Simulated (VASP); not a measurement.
Input of a VASP 6.6.1 run:

The input INCAR:

```
PREC = Accurate ; ENCUT = 520
EDIFF = 1E-6 ; ISMEAR = 0
SIGMA = 0.05 ; LREAL = False
LASPH = True ; NELM = 100
ALGO = Fast ; ISIF = 2
LWAVE = False ; LCHARG = False
GGA = PE ; NBANDS = 21
```

KPOINTS

```
regular mesh
0
Gamma
  4 4 4
```

File POSCAR:

```
Be3GeTe
1.0
    5.3200000000      0.0000000000      0.0000000000
    0.0000000000      5.3200000000      0.0000000000
    0.0000000000      0.0000000000      5.3200000000
Ge Te Be
1 1 3
Direct
    0.0000000000      0.0000000000      0.0000000000
    0.5000000000      0.5000000000      0.5000000000
    0.5000000000      0.5000000000      0.0000000000
    0.5000000000      0.0000000000      0.5000000000
    0.0000000000      0.5000000000      0.5000000000
```

Potentials or basis: VASP PAW PBE potentials, release 64 (Ge_d, Te, Be).

The run is started by

```console
$ cat potpaw_PBE.64/Ge_d/POTCAR potpaw_PBE.64/Te/POTCAR potpaw_PBE.64/Be/POTCAR > POTCAR
$ mpirun -np 1 vasp_std > vasp.out
```

(1) Predict the pressure.

(2) Predict the band gap on the k mesh.

## Answers

(1) -7.4 GPa.

(2) none (metal or under the smearing width).
